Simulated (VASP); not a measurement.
Level of theory: PBEsol GGA, VASP's PBE PAW potentials (set 64) (plane waves; VASP 6.6.1).

Input for VASP

KPOINTS:
```
Automatic mesh
0
Gamma
8 8 8
0 0 0
```

INCAR:
```
! general
SYSTEM   =  LiZn
PREC     =  Accurate
ENCUT    =  400
LREAL    =  F
LASPH    =  T

! electronic loop
EDIFF    =  1E-6
NELM     =  100
ALGO     =  Normal
LMAXMIX  =  4

! smearing
ISMEAR   =  0
SIGMA    =  0.05

! functional
GGA      =  PS

! ions
ISIF     =  2

! output
LWAVE    =  F
LCHARG   =  F
```

File POSCAR:
```
LiZn
1
    0.0000000000     3.0318250000     3.0318250000
    3.0318250000     0.0000000000     3.0318250000
    3.0318250000     3.0318250000     0.0000000000
Li Zn
2 2
Direct
  0.2500000000   0.2500000000   0.2500000000
  0.0000000000   0.0000000000   0.0000000000
  0.7500000000   0.7500000000   0.7500000000
  0.5000000000   0.5000000000   0.5000000000
```

POTCAR, in this order: Li_sv Zn (PBE.64 set). Program: vasp_std.

The resulting files:

File OUTCAR:
```
 ion  position               nearest neighbor table
   1  0.250  0.250  0.250-   4 2.63   4 2.63   4 2.63   4 2.63
   2  0.000  0.000  0.000-   3 2.63   3 2.63   3 2.63   3 2.63
   3  0.750  0.750  0.750-   2 2.63   4 2.63   4 2.63   4 2.63   4 2.63   2 2.63   2 2.63   2 2.63
  LATTYP: Found a face centered cubic cell.
 ALAT       =     6.0636500000
 Subroutine PRICEL returns:
 Original cell was already a primitive cell.
 Subroutine GETGRP returns: Found 48 space group operations
The static configuration has the point symmetry T_d .
 The point group associated with its full space group is O_h .
The dynamic configuration has the point symmetry T_d .
 Subroutine INISYM returns: Found 48 space group operations
 Subroutine IBZKPT returns following result:
 Found     29 irreducible k-points:

 Following reciprocal coordinates:
            Coordinates               Weight
  0.000000  0.000000  0.000000      1.000000
  0.125000  0.000000  0.000000      8.000000
  0.250000  0.000000  0.000000      8.000000
  0.375000  0.000000  0.000000      8.000000
  0.500000  0.000000  0.000000      4.000000
  0.125000  0.125000  0.000000      6.000000
  0.250000  0.125000  0.000000     24.000000
...
```

**OSZICAR**
```
       N       E                     dE             d eps       ncg     rms          rms(c)
DAV:   1     0.129535886222E+03    0.12954E+03   -0.12266E+04  1102   0.176E+03
DAV:   2     0.182095382154E+00   -0.12935E+03   -0.12635E+03  1108   0.326E+02
DAV:   3    -0.828845866385E+01   -0.84706E+01   -0.83972E+01  1877   0.768E+01
DAV:   4    -0.868364898981E+01   -0.39519E+00   -0.39166E+00  1342   0.123E+01
DAV:   5    -0.869042603321E+01   -0.67770E-02   -0.67759E-02  1526   0.184E+00    0.476E+00
DAV:   6    -0.800845981641E+01    0.68197E+00   -0.46080E+00  1232   0.399E+01    0.299E+00
DAV:   7    -0.795876755726E+01    0.49692E-01   -0.35865E-01  1249   0.957E+00    0.110E+00
DAV:   8    -0.794408817646E+01    0.14679E-01   -0.19911E-02  1236   0.146E+00    0.221E-01
DAV:   9    -0.794293336400E+01    0.11548E-02   -0.28946E-03  1540   0.802E-01    0.553E-02
DAV:  10    -0.794289711267E+01    0.36251E-04   -0.30071E-04  1206   0.144E-01    0.116E-02
DAV:  11    -0.794289412847E+01    0.29842E-05   -0.34163E-05  1587   0.844E-02    0.663E-03
DAV:  12    -0.794289374529E+01    0.38318E-06   -0.18960E-06   979   0.117E-02
   1 F= -.79428937E+01 E0= -.79427427E+01  d E =-.302070E-03
```

File OUTCAR:
```
------------------------ aborting loop because EDIFF is reached ----------------------------------------
  FORCE on cell =-STRESS in cart. coord.  units (eV):
  Direction    XX          YY          ZZ          XY          YZ          ZX
  --------------------------------------------------------------------------------------
  Total       -1.0170183     -1.0170183     -1.0170183     -0.0000000     -0.0000000      0.0000000
  in kB      -29.2345862    -29.2345862    -29.2345862     -0.0000000     -0.0000000      0.0000000
  external PRESSURE =     -29.2345862 kB  Pullay stress =       0.0000000 kB
  volume of cell :       55.74
      direct lattice vectors                 reciprocal lattice vectors
     0.000000000  3.031825000  3.031825000    -0.164917170  0.164917170  0.164917170
     3.031825000  0.000000000  3.031825000     0.164917170 -0.164917170  0.164917170
     3.031825000  3.031825000  0.000000000     0.164917170  0.164917170 -0.164917170
 POSITION                                       TOTAL-FORCE (eV/Angst)
 -----------------------------------------------------------------------------------
      1.51591      1.51591      1.51591         0.000000      0.000000      0.000000
      0.00000      0.00000      0.00000        -0.000000     -0.000000     -0.000000
      4.54774      4.54774      4.54774        -0.000000     -0.000000     -0.000000
      3.03182      3.03182      3.03182         0.000000      0.000000      0.000000
 -----------------------------------------------------------------------------------
    total drift:                                0.000000      0.000000      0.000000
  FREE ENERGIE OF THE ION-ELECTRON SYSTEM (eV)
  ---------------------------------------------------
  free  energy   TOTEN  =        -7.9428937453 eV

  energy  without entropy=       -7.9425916755  energy(sigma->0) =       -7.94274271
```
(Selected blocks of OUTCAR.)

### OUTCAR
```
 val. band max:        2.1161781780   @ k =   0.5000   0.2500   0.0000

 cond. band min:       2.3461336306   @ k =   0.2500   0.2500   0.0000


 Fermi energy:         2.1779334824

 k-point     1 :       0.0000    0.0000    0.0000
  band No.  band energies     occupation
      1     -43.0707      2.00000
      2     -43.0034      2.00000
      3      -5.5793      2.00000
      4      -5.1055      2.00000
      5      -5.1055      2.00000
      6      -5.1055      2.00000
      7      -5.0867      2.00000
      8      -5.0867      2.00000
      9      -4.6653      2.00000
     10      -4.6653      2.00000
     11      -4.6653      2.00000
     12      -4.4467      2.00000
     13      -4.4467      2.00000
     14       5.8090      0.00000
     15       5.8090      0.00000
     16       5.8090      0.00000
     17       5.9283      0.00000
     18       5.9283      0.00000
     19       5.9283      0.00000

 k-point     2 :       0.1250    0.0000    0.0000
  band No.  band energies     occupation
      1     -43.0687      2.00000
      2     -43.0056      2.00000
      3      -5.4503      2.00000
      4      -5.1437      2.00000
      5      -5.1437      2.00000
      6      -5.0981      2.00000
      7      -5.0361      2.00000
      8      -5.0361      2.00000
      9      -4.6684      2.00000
     10      -4.6684      2.00000
     11      -4.6462      2.00000
     12      -4.4459      2.00000
     13      -4.4459      2.00000
     14       3.4959      0.00000
     15       4.9527      0.00000
     16       4.9527      0.00000
     17       6.7605      0.00000
     18       7.0302      0.00000
     19       7.0303      0.00000

 k-point     3 :       0.2500    0.0000    0.0000
  band No.  band energies     occupation
      1     -43.0635      2.00000
      2     -43.0106      2.00000
      3      -5.1839      2.00000
      4      -5.1589      2.00000
      5      -5.1589      2.00000
      6      -5.0741      2.00000
      7      -5.0027      2.00000
...
```

At this cut-off the stress carries a Pulay error, which pulls relaxed volumes low.

The structure comes from a computed database's LiZn entry (Fd-3m); how it stands against other phases isn't given here. The cell was not relaxed at this level.
